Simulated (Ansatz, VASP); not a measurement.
# Mo4F (F/Mo(110)): VASP beside Ansatz

Wanted: the spread between two codes on one cell, functional and k mesh. Of the first pair: The structure shown is the start of the Ansatz relaxation below; VASP solves that cell, so the two are compared at the walk's first step.

Calculated with Ansatz 0.2.0; plane waves, with VASP 6.6.1 beside it; single point at PBE.

### Step 1. Set-up

The cell holds 5 atoms: 4 Mo and 1 F. Its edges and angles: a = 2.728 Å, b = 2.728 Å, c = 26.182 Å, α = 90.0°, β = 90.0°, γ = 70.5°. Vacuum lies along c.

### Step 2. Ansatz: relaxation, PBE

Ansatz runs on its default PAW (the set named soft_2) files.

The two programs are compared at the cell with which this relaxation starts, whose forces are those of its first step.

Contents of input.yaml:

```yaml
crystal:
  lattice:
    - [2.2273863607, -1.575, 0.0]
    - [2.2273863607, 1.575, 0.0]
    - [0.0, 0.0, 26.1817312058]
  atoms:
    - { symbol: Mo, position: [0.0, 0.0, 0.3437511419] }
    - { symbol: Mo, position: [0.5, 0.5, 0.4288252092] }
    - { symbol: Mo, position: [0.0, 0.0, 0.5147484717] }
    - { symbol: Mo, position: [0.5, 0.5, 0.596719817] }
    - { symbol: F, position: [0.84, 0.84, 0.6562488581] }
kpoints:
  mp_grid: { grid: [12, 12, 1] }
hamiltonian:
  xc: pbe
scf:
  occupations: { method: fermi_dirac, width: 0.1 }
  convergence: { dr2_threshold: 1.0e-08 }
efield:
  axis: 3
  dipole_correction: true
  ramp_position: 0.97
  ramp_width: 0.06
relax:
  f_tol: 0.02
  max_steps: 60
  constraints: [{ sites: [0, 1] }]
output:
  write_potential: true
  write_density: true
  volumetric_format: npy
```

Command:

```bash
ansatz run input.yaml --threads 4 --pin off --max-ram 6144MiB --backend cpu --events-out ev --progress --plain --runs-dir out
```

Numbers of over 12 decimals in the logs are rounded to 6 here.

Output:

```text
Engine: ansatz 0.2.0, x86_64-unknown-linux-gnu
Pseudopotentials: kind: paw
Pseudopotential: Mo, paw, valence charge 14, recommended cutoff 420 eV (normal), Mo.paw.azcp
Pseudopotential: F, paw, valence charge 7, recommended cutoff 420 eV (normal), F.paw.azcp
Functional definition: PBE
  parameter kappa = 0.804
  parameter beta = 0.066725
  exchange = pbe_x(kappa = kappa, mu = beta*pi^2/3)
  correlation = pbe_c(beta = beta)
Crystal: 5 atoms, lattice volume = 183.698 Å³
Basis set: ecut = 420 eV, 3649 PW (Γ), exchange–correlation on 40×40×360 points (8 copies of the dense FFT grid, shifted against one another)
Bands: 38, of which v1, the nominal top of the filled ones, is band 32 counted from 1 (31 counted from 0)
Symmetry: 2 space group operations
Space group: Cm (ITA 8), of the structure as read, at distance tolerance 5.7e-5 Å
k-points: 43 of 144 (time reversal used)
Non-local potential: Mo, projectors of the file, l = 0: 3, l = 1: 2, l = 2: 2, l = 3: 1
Non-local potential: F, projectors of the file, l = 0: 2, l = 1: 2, l = 2: 1
PAW form: soft (Blöchl's): semilocal exchange-correlation on the pseudo side does not see the compensation charge
PAW one-centre angular grid: Mo, 590 points (default); XC on 64 Gauss nodes
PAW one-centre angular grid: F, 110 points (default); XC on 64 Gauss nodes
Initial density: superposition of atomic densities (neutral atoms: chi_scale 0, normalization atom), corrected by the library's trained network
Initial wavefunctions: pseudopotential atomic-orbital guess
Functional: x = pbe(κ = 0.804, μ = 0.219515), c = pbe(β = 0.066725)
SCF iter   1: F=—  HF=-20630.955897 eV  |F-HF|=—  |Δ(HF+E_count)|=         —  Δρ=8.74e-3  dr2=2.47e0  ethr=1.77e-3  p=-0.027 e·Å  D=-2.61e-2 V/Å  ΔV_dip=0.68 eV  dr2_dipole=1.12e0  V_vac-E_F(+/−)=5.66/4.98 eV  ⟨swp⟩=8.9  Hψ=18221  notcnv=0  defer=2
efield: sawtooth ramp at fractional position 0.9700 (set: `efield.ramp_position`, or a place that a band, a saddle search or an elastic batch's reference lends), width 0.0600; the density the first Hamiltonian is built on has a dipole p = -0.027 e·Å; the dipole correction subtracts the counter field D = -2.61e-2 V/Å, which shifts the + side's vacuum level by +0.68 eV against the − side's; the planar-averaged density in the ramp window peaks in size at 3.7e-5 e/Å³
automatic band count: the SCF goes on with 44 bands, as 38 were too few: the levels above may hold too much charge
preconditioner: auto → LDOS  [metal: Δε(μ)=0.011 eV  Ē_g=6.119 eV  σ=0.100 eV  W_gap=0.03  n_scr=18 (ndim 8)  ℏωp=14.8 eV  f_vac=0.570  D(μ)=3.30/eV (n_scr^D=14)  β→1.0]
SCF iter   2: F=—  HF=-20630.921957 eV  |F-HF|=—  |Δ(HF+E_count)|=   3.39e-2  Δρ=3.42e-3  dr2=7.40e-2  ethr=1.77e-3  p=-0.063 e·Å  D=-6.22e-2 V/Å  ΔV_dip=1.63 eV  dr2_dipole=1.61e-2  V_vac-E_F(+/−)=6.25/4.62 eV  ⟨swp⟩=1.8  Hψ=2400  notcnv=0  defer=18
SCF iter   3: F=—  HF=-20630.916541 eV  |F-HF|=—  |Δ(HF+E_count)|=   5.42e-3  Δρ=1.07e-3  dr2=5.49e-3  ethr=1.17e-4  p=-0.058 e·Å  D=-5.73e-2 V/Å  ΔV_dip=1.50 eV  dr2_dipole=5.37e-4  V_vac-E_F(+/−)=6.15/4.65 eV  ⟨swp⟩=1.8  Hψ=2519  notcnv=0  defer=26
SCF iter   4: F=—  HF=-20630.916017 eV  |F-HF|=—  |Δ(HF+E_count)|=   5.23e-4  Δρ=1.28e-4  dr2=6.16e-5  ethr=8.72e-6  p=-0.060 e·Å  D=-5.94e-2 V/Å  ΔV_dip=1.55 eV  dr2_dipole=1.09e-5  V_vac-E_F(+/−)=6.18/4.63 eV  ⟨swp⟩=1.9  Hψ=2325  notcnv=0  defer=26
SCF iter   5: F=—  HF=-20630.916049 eV  |F-HF|=—  |Δ(HF+E_count)|=   3.16e-5  Δρ=6.98e-5  dr2=1.25e-5  ethr=9.78e-8  p=-0.060 e·Å  D=-5.96e-2 V/Å  ΔV_dip=1.56 eV  dr2_dipole=2.44e-8  V_vac-E_F(+/−)=6.18/4.62 eV  ⟨swp⟩=3.0  Hψ=3578  notcnv=0  defer=26
SCF iter   6: F=—  HF=-20630.916055 eV  |F-HF|=—  |Δ(HF+E_count)|=   5.80e-6  Δρ=1.95e-5  dr2=2.34e-6  ethr=1.99e-8  p=-0.061 e·Å  D=-5.98e-2 V/Å  ΔV_dip=1.57 eV  dr2_dipole=1.04e-7  V_vac-E_F(+/−)=6.18/4.61 eV  ⟨swp⟩=2.3  Hψ=2738  notcnv=0  defer=26
SCF iter   7: F=—  HF=-20630.916134 eV  |F-HF|=—  |Δ(HF+E_count)|=   7.95e-5  Δρ=8.48e-6  dr2=2.85e-7  ethr=3.72e-9  p=-0.061 e·Å  D=-5.99e-2 V/Å  ΔV_dip=1.57 eV  dr2_dipole=1.50e-8  V_vac-E_F(+/−)=6.18/4.61 eV  ⟨swp⟩=2.6  Hψ=2817  notcnv=0  defer=25
SCF iter   8: F=—  HF=-20630.916134 eV  |F-HF|=—  |Δ(HF+E_count)|=   3.57e-7  Δρ=2.84e-6  dr2=2.49e-8  ethr=4.52e-10  p=-0.061 e·Å  D=-6.00e-2 V/Å  ΔV_dip=1.57 eV  dr2_dipole=2.67e-9  V_vac-E_F(+/−)=6.18/4.61 eV  ⟨swp⟩=3.1  Hψ=3166  notcnv=0  defer=24
SCF iter   9: F=-20630.916135 eV  HF=-20630.916135 eV  |F-HF|=1.77e-8  |Δ(HF+E_count)|=   7.63e-8  Δρ=1.13e-6  dr2=4.95e-9  ethr=1.59e-11  p=-0.061 e·Å  D=-6.00e-2 V/Å  ΔV_dip=1.57 eV  dr2_dipole=1.44e-10  V_vac-E_F(+/−)=6.18/4.61 eV  ⟨swp⟩=10.4  Hψ=12618  notcnv=0
SCF 1 converged in 9 iterations: F = -20630.916135 eV  dr2 = 4.95e-9
  greatest PAW one-centre occupation: 0.998 electrons in one spin orbital (limit 2), on the Mo atom at site 0 (counted from 0), in its partial waves of l = 0
[...]
SCF 4 converged in 8 iterations: F = -20630.960095 eV  dr2 = 7.86e-10
relax step   4: F+E_penalty+E_count = -20630.96009545 eV  Δ(F+E_penalty+E_count) = -2.087e-3 eV  max|allowed force component| = 7.003e-2 eV/Å  Δτ_max = 0.0330 Å  (8 SCF iters, accepted)
SCF iter   1: F=—  HF=-20630.961510 eV  |F-HF|=—  |Δ(HF+E_count)|=         —  Δρ=1.70e-3  dr2=1.12e-2  ethr=1.48e-4  p=-0.036 e·Å  D=-3.59e-2 V/Å  ΔV_dip=0.94 eV  dr2_dipole=2.70e-3  V_vac-E_F(+/−)=5.55/4.61 eV  ⟨swp⟩=2.7  Hψ=3800  notcnv=0  defer=29
efield: sawtooth ramp at fractional position 0.9700 (set: `efield.ramp_position`, or a place that a band, a saddle search or an elastic batch's reference lends), width 0.0600; the density the first Hamiltonian is built on has a dipole p = -0.036 e·Å; the dipole correction subtracts the counter field D = -3.59e-2 V/Å, which shifts the + side's vacuum level by +0.94 eV against the − side's; the planar-averaged density in the ramp window peaks in size at 3.3e-6 e/Å³
preconditioner: auto → LDOS  [metal: Δε(μ)=0.012 eV  Ē_g=6.203 eV  σ=0.100 eV  W_gap=0.03  n_scr=18 (ndim 8)  ℏωp=14.8 eV  f_vac=0.574  D(μ)=3.29/eV (n_scr^D=14)  β→1.0]
SCF iter   2: F=—  HF=-20630.960845 eV  |F-HF|=—  |Δ(HF+E_count)|=   6.65e-4  Δρ=5.83e-4  dr2=1.17e-3  ethr=1.77e-5  p=-0.039 e·Å  D=-3.88e-2 V/Å  ΔV_dip=1.02 eV  dr2_dipole=7.85e-5  V_vac-E_F(+/−)=5.63/4.61 eV  ⟨swp⟩=2.0  Hψ=2760  notcnv=0  defer=29
SCF iter   3: F=—  HF=-20630.960703 eV  |F-HF|=—  |Δ(HF+E_count)|=   1.42e-4  Δρ=2.37e-4  dr2=1.43e-4  ethr=1.86e-6  p=-0.038 e·Å  D=-3.76e-2 V/Å  ΔV_dip=0.98 eV  dr2_dipole=3.70e-6  V_vac-E_F(+/−)=5.60/4.61 eV  ⟨swp⟩=3.0  Hψ=3175  notcnv=0  defer=29
SCF iter   4: F=—  HF=-20630.960675 eV  |F-HF|=—  |Δ(HF+E_count)|=   2.79e-5  Δρ=4.65e-5  dr2=6.15e-6  ethr=2.27e-7  p=-0.039 e·Å  D=-3.80e-2 V/Å  ΔV_dip=1.00 eV  dr2_dipole=8.52e-9  V_vac-E_F(+/−)=5.61/4.61 eV  ⟨swp⟩=3.0  Hψ=3216  notcnv=0  defer=29
SCF iter   5: F=—  HF=-20630.960770 eV  |F-HF|=—  |Δ(HF+E_count)|=   9.46e-5  Δρ=9.12e-6  dr2=2.27e-7  ethr=9.75e-9  p=-0.039 e·Å  D=-3.81e-2 V/Å  ΔV_dip=1.00 eV  dr2_dipole=1.32e-9  V_vac-E_F(+/−)=5.61/4.61 eV  ⟨swp⟩=2.6  Hψ=3348  notcnv=0  defer=29
SCF iter   6: F=—  HF=-20630.960770 eV  |F-HF|=—  |Δ(HF+E_count)|=   3.20e-7  Δρ=3.52e-6  dr2=2.90e-8  ethr=3.61e-10  p=-0.039 e·Å  D=-3.81e-2 V/Å  ΔV_dip=1.00 eV  dr2_dipole=2.72e-10  V_vac-E_F(+/−)=5.61/4.61 eV  ⟨swp⟩=3.2  Hψ=3349  notcnv=0  defer=29
SCF iter   7: F=-20630.960770 eV  HF=-20630.960770 eV  |F-HF|=5.58e-8  |Δ(HF+E_count)|=   1.77e-7  Δρ=1.35e-6  dr2=3.91e-9  ethr=1.59e-11  p=-0.039 e·Å  D=-3.81e-2 V/Å  ΔV_dip=1.00 eV  dr2_dipole=1.02e-10  V_vac-E_F(+/−)=5.61/4.61 eV  ⟨swp⟩=10.2  Hψ=12435  notcnv=0
SCF 5 converged in 7 iterations: F = -20630.960770 eV  dr2 = 3.91e-9
relax step   5: F+E_penalty+E_count = -20630.96077025 eV  Δ(F+E_penalty+E_count) = -6.748e-4 eV  max|allowed force component| = 8.771e-3 eV/Å  Δτ_max = 0.0269 Å  (7 SCF iters, accepted)
NSCF: frozen V_eff on 43 k-points
the band table was solved once a step of the walk had ended and its energy, with any forces and stress, was formed, with the checks that follow a solve (10150 applications of the Hamiltonian). They found nothing against the state; the energy, forces and stress were not computed again (output.eigenvalues in the input reference)
WARN: The output density's exchange-correlation potential varies sharply where the density is thin. Do not read a vacuum level from v_tot or v_xc, or from such a field of the output density. On a cell that repeats whose density bears no net charge and no dipole along the vacuum's axis use v_es (v_loc + v_h of the components); under efield.dipole_correction with no amplitude use v_es + v_field, which holds any externa [...]
SCF converged after 7 iterations
Free energy (F): -20630.960770 eV
Harris-Foulkes:  -20630.960770 eV  (|F-HF|=5.58e-8)
Internal energy: -20630.850710 eV  (E = F + TS)
E sigma→0 (E₀):  -20630.905740 eV
Entropy (-TS):   -0.110061 eV (-22.012 meV/atom)
Fermi energy:    4.401204 eV
Dipole field:    D = -0.038067 V/Å  (p = -0.038645 e·Å, saw-weighted, corrected)
Work function:   Φ+ = 5.6075 eV   Φ− = 4.6108 eV
Levels:          The Fermi level and band energies are counted from a zero that moves with the ramp; work functions are not
--- Per-component energies (eV) ---
  E_band       = -1211.133591
  E_kinetic    = 1966.610484
  E_local      = -91713.534325  (includes V_loc(G=0)·N_el)
  E_nonlocal   = 645.828525
  E_hartree    = 44773.475243
  E_xc         = -811.217019
  E_vxc        = -1014.886433  (∫ρ·V_xc dr)
  E_paw        = -13005.403141  (= ΣΔE_a)
  E_vpaw       = -641.587547  (= ΣTr[D̂ρ^β])
  E_aug_tail   = 0.002221  (compensation charges beyond the density's cutoff)
  E_efield     = 0.000736  (sawtooth field / dipole correction)
  E_vefield    = -0.525566  (∫n·V_field dr)
  E_ewald      = 37513.386567
  E_smearing   = -0.110061  (= −TS)
  E_closure    = -0.000000  (closes the sum)
  Σ components = -20630.960770   (vs F -20630.960770, Δ=0.00e0)
--- Forces (eV/Å), atoms counted from 1 ---
  atom   1  Mo    -0.00332419    -0.00000000     0.52855429
  atom   2  Mo     0.00129953     0.00000000    -0.53505313
  atom   3  Mo     0.00086500     0.00000000     0.00877065
  atom   4  Mo     0.00028976    -0.00000000    -0.00360712
  atom   5  F      0.00085958     0.00000000     0.00130582
  max |Σ_I F_I| component: 2.95e-5 eV/Å
--- Band table (eV; the first three rows and the last of 43) ---
  k-point 0: bands = [... 28 lower, 2.8722, 2.9766, 3.4539, 3.5120, 4.6558, 5.0755, 5.2560, 5.6790, ... 8 higher]
  k-point 1: bands = [... 28 lower, 2.7666, 3.0134, 3.2826, 3.6214, 4.6195, 4.8376, 5.1342, 5.5427, ... 8 higher]
  k-point 2: bands = [... 28 lower, 2.5369, 2.7460, 3.5416, 3.7266, 4.2081, 4.9525, 5.2131, 5.4243, ... 8 higher]
  k-point 42: bands = [... 28 lower, 3.0484, 4.8387, 5.3327, 5.3716, 5.5609, 5.8731, 7.4770, 7.5262, ... 8 higher]
--- Relaxed structure (5 steps of the walk, 5 accepted, 0 SCFs on fresh bases) ---
  F+E_penalty+E_count = -20630.96077025 eV   max|allowed force component| = 8.771e-3 eV/Å
  atoms:
    - { symbol: Mo, position: [0.0, 0.0, 0.343751] }
    - { symbol: Mo, position: [0.5, 0.5, 0.428825] }
    - { symbol: Mo, position: [0.00314888, 0.00314888, 0.514665] }
    - { symbol: Mo, position: [0.520607, 0.520607, 0.597598] }
    - { symbol: F, position: [0.850275, 0.850275, 0.654776] }
```

### Step 3. VASP: single point, PBE, start cell, pair 1

The same cell, functional, mesh and smearing now go to VASP, with its own data sets.

Lines of VASP's logs that name or quote its potential files are left out, and so is its time.

Contents of INCAR:

```
SYSTEM = Mo4F
PREC = Accurate
ENCUT = 520
EDIFF = 1E-06
NELM = 120
ISMEAR = -1
SIGMA = 0.1
LREAL = .FALSE.
ALGO = Normal
GGA = PE
NBANDS = 39
LASPH = .TRUE.
LORBIT = 11
LWAVE = .FALSE.
LCHARG = .FALSE.
ISIF = 2
LDIPOL = .TRUE.
IDIPOL = 3
DIPOL = 0.5 0.5 0.51
LVHAR = .TRUE.
GGA_COMPAT = .FALSE.
NELMDL = -8
KPAR = 4
```

Contents of POSCAR:

```
Mo4F
1.0
    2.2273863607     -1.5750000000      0.0000000000
    2.2273863607      1.5750000000      0.0000000000
    0.0000000000      0.0000000000     26.1817312058
Mo F
4 1
Direct
    0.0000000000      0.0000000000      0.3437511419
    0.4999999190      0.4999999190      0.4288251954
    0.0000000000      0.0000000000      0.5147484669
    0.4999999190      0.4999999190      0.5967198226
    0.8399999807      0.8399999807      0.6562488502
```

Contents of KPOINTS:

```
Automatic mesh
0
Gamma
12 12 1
0 0 0
```

The projector-augmented-wave data sets are Mo_sv and F (PBE family, release 64).

Command:

```bash
mpirun -np 4 vasp_std
```

Output:

```text
[banner, memory and clock lines left out]
running    4 mpi-ranks, on    1 nodes
 distrk:  each k-point on    1 cores,    4 groups
 distr:  one band on    1 cores,    1 groups

 POSCAR found type information on POSCAR MoF
 POSCAR found :  2 types and       5 ions
 LDA part: xc-table for (Slater+PW92), standard interpolation
 POSCAR, INCAR and KPOINTS ok, starting setup
 FFT: planning ... GRIDC
 FFT: planning ... GRID_SOFT
 FFT: planning ... GRID
 WAVECAR not read
 entering main loop
       N       E                     dE             d eps       ncg     rms          rms(c)
DAV:   1     0.683364891615E+03    0.68336E+03   -0.39584E+04  4194   0.147E+03
DAV:   2    -0.227501171356E+02   -0.70612E+03   -0.68550E+03  3969   0.449E+02
DAV:   3    -0.498681745017E+02   -0.27118E+02   -0.25986E+02  4202   0.810E+01
DAV:   4    -0.506755250949E+02   -0.80735E+00   -0.78279E+00  4284   0.116E+01
DAV:   5    -0.507007840388E+02   -0.25259E-01   -0.25120E-01  4239   0.171E+00
DAV:   6    -0.507017590552E+02   -0.97502E-03   -0.97359E-03  4422   0.270E-01
DAV:   7    -0.507017826929E+02   -0.23638E-04   -0.23630E-04  3955   0.376E-02
DAV:   8    -0.507017840033E+02   -0.13104E-05   -0.13098E-05  3221   0.681E-03    0.286E+01
DAV:   9    -0.490381815105E+02    0.16636E+01   -0.24370E+01  4300   0.301E+01    0.122E+01
DAV:  10    -0.588510796965E+02   -0.98129E+01   -0.79300E+01  4905   0.383E+01    0.230E+01
DAV:  11    -0.469280350748E+02    0.11923E+02   -0.61769E+01  4803   0.305E+01    0.502E+00
DAV:  12    -0.515278927326E+02   -0.45999E+01   -0.30986E+01  4631   0.197E+01    0.113E+01
DAV:  13    -0.467874418371E+02    0.47405E+01   -0.12860E+01  4552   0.155E+01    0.273E+00
DAV:  14    -0.468605537660E+02   -0.73112E-01   -0.10799E+00  4238   0.317E+00    0.255E+00
[...]
DAV:  25    -0.468194031578E+02   -0.17430E-04   -0.11358E-05  3212   0.152E-02    0.113E-02
DAV:  26    -0.468194194193E+02   -0.16261E-04   -0.32610E-06  3163   0.895E-03    0.693E-03
DAV:  27    -0.468194332757E+02   -0.13856E-04   -0.26108E-06  2892   0.850E-03    0.496E-03
DAV:  28    -0.468194400617E+02   -0.67861E-05   -0.15680E-06  2717   0.569E-03    0.256E-03
DAV:  29    -0.468194438110E+02   -0.37492E-05   -0.26486E-07  2330   0.247E-03    0.111E-03
DAV:  30    -0.468194457980E+02   -0.19871E-05   -0.11539E-07  2126   0.130E-03    0.838E-04
DAV:  31    -0.468194470546E+02   -0.12565E-05   -0.79065E-08  2076   0.125E-03    0.220E-04
DAV:  32    -0.468194474702E+02   -0.41563E-06   -0.27097E-08  1915   0.520E-04
   1 F= -.46819447E+02 E0= -.46764384E+02  d E =-.110126E+00
```

OUTCAR, selected parts (step 3):

```text
ion  position               nearest neighbor table
   1  0.000  0.000  0.344-   2 2.73   2 2.73   2 3.15   2 3.15
   2  0.500  0.500  0.429-   1 2.73   1 2.73   3 2.75   3 2.75   1 3.15   1 3.15   3 3.17   3 3.17

  LATTYP: Found a base centered orthorhombic cell.
 ALAT       =     3.1500000000
 B/A-ratio  =     1.4142135623
 C/A-ratio  =     8.3116607003

 Subroutine GETGRP returns: Found  2 space group operations
 (whereof  2 operations were pure point group operations)

The static configuration has the point symmetry C_1h.

 Found     43 irreducible k-points:

   k-points           NKPTS =     43   k-points in BZ     NKDIM =     43   number of bands    NBANDS=     39

   dimension x,y,z NGX =    20 NGY =   20 NGZ =  196
   dimension x,y,z NGXF=    40 NGYF=   40 NGZF=  392

   ENCUT  =  520.0 eV  38.22 Ry    6.18 a.u.   5.07  5.07 48.68*2*pi/ulx,y,z

   NELECT =      63.0000    total number of electrons

 k-points in reciprocal lattice and weights: Automatic mesh
   0.00000000  0.00000000  0.00000000       0.007
   0.08333333  0.00000000  0.00000000       0.028
   0.16666667  0.00000000  0.00000000       0.028
   0.25000000  0.00000000  0.00000000       0.028
   0.33333333  0.00000000  0.00000000       0.028
   0.41666667  0.00000000  0.00000000       0.028
   0.50000000  0.00000000  0.00000000       0.014
   0.08333333  0.08333333  0.00000000       0.014
   0.16666667  0.08333333  0.00000000       0.028
[...]
-0.41666667  0.41666667  0.00000000       0.014
   0.50000000  0.50000000  0.00000000       0.007

 dipolmoment           0.000000      0.000000      0.062707 electrons x Angstroem

 average (electrostatic) potential at core
       1 -80.5422       2 -80.7393       3 -80.6791       4 -81.2389       5 -79.6208

 E-fermi :   1.1328

 k-point     1 :       0.0000    0.0000    0.0000
  band No.  band energies     occupation
    ...
     28      -0.4346      2.00000
     29      -0.3607      2.00000
     30      -0.2964      2.00000
     31       0.1267      1.99991
     32       0.2905      1.99956
     33       1.3791      0.15705
     34       1.8113      0.00226
     35       2.0688      0.00017
     36       2.4654      0.00000
     37       2.5107      0.00000
    ...

 k-point     2 :       0.0833    0.0000    0.0000
  band No.  band energies     occupation
    ...
     28      -0.5626      2.00000
     29      -0.4960      2.00000
     30      -0.2683      2.00000
     31       0.0476      1.99996
     32       0.3268      1.99937
     33       1.3598      0.18732
     34       1.5684      0.02534
     35       1.9406      0.00062
     36       2.2690      0.00002
     37       2.4427      0.00000
    ...

 k-point     3 :       0.1667    0.0000    0.0000
  band No.  band energies     occupation
    ...
     29      -0.7261      2.00000
     30      -0.5003      2.00000
     31       0.2695      1.99964
     32       0.4528      1.99778
     33       0.9294      1.76872
     34       1.7262      0.00528
     35       1.9916      0.00037
     36       2.1177      0.00011
     37       2.3749      0.00001
     38       2.5522      0.00000
    ...

  Total       -0.5473326     -1.8955333     -1.7471515      0.0000000      0.0000000      0.2339636
  in kB       -4.7737251    -16.5324624    -15.2383054      0.0000000      0.0000000      2.0405835
  external PRESSURE =     -12.1814976 kB  Pullay stress =       0.0000000 kB

  energy-cutoff  :      520.00
  volume of cell :      183.70
      direct lattice vectors                 reciprocal lattice vectors
     2.227386361 -1.575000000  0.000000000     0.224478343 -0.317460317  0.000000000
     2.227386361  1.575000000  0.000000000     0.224478343  0.317460317  0.000000000
     0.000000000  0.000000000 26.181731206     0.000000000  0.000000000  0.038194571

 POSITION                                       TOTAL-FORCE (eV/Angst)
 -----------------------------------------------------------------------------------
      0.00000      0.00000      9.00000        -0.016144      0.000000      0.500267
      2.22739      0.00000     11.22739        -0.028269      0.000000     -0.534400
      0.00000      0.00000     13.47701        -0.213566      0.000000     -0.191241
      2.22739      0.00000     15.62316         0.548379      0.000000      0.947705
      3.74201      0.00000     17.18173        -0.290400      0.000000     -0.722331
 -----------------------------------------------------------------------------------
    total drift:                                0.000805     -0.000000      0.002135

  FREE ENERGIE OF THE ION-ELECTRON SYSTEM (eV)
  ---------------------------------------------------
  free  energy   TOTEN  =       -46.8194474702 eV

  energy  without entropy=      -46.7093212568  energy(sigma->0) =      -46.76438436

 vacuum level on the upper side and lower side of the slab         7.356         5.738

 total charge
# of ion       s       p       d       tot
------------------------------------------
    1        2.373   6.127   3.884  12.384
    2        2.378   6.201   3.899  12.478
    3        2.382   6.214   3.931  12.528
    4        2.324   6.163   3.897  12.384
    5        1.746   4.294   0.000   6.040
--------------------------------------------------
tot         11.204  28.999  15.611  55.814

[... 3 further parts left out ...]
```

This run has no spin polarisation, so a moment on Mo, if there is one, isn't seen. Its electron count is odd, so without a moment it is a metal by construction.

[end of part 1 of 2]

[Lines on the potential files, build, host, timing and source positions are cut from VASP's logs without a mark.]

[Logs are printed without paths, hosts, clocks, repeated set-up lines and the standing remarks that a program may print on its own settings, such as how far it seeks lower states.]

[Hosts, paths, dates, database ids (printed as entryN), source tags and the programs' standing remarks are cut or masked in the printed files.]
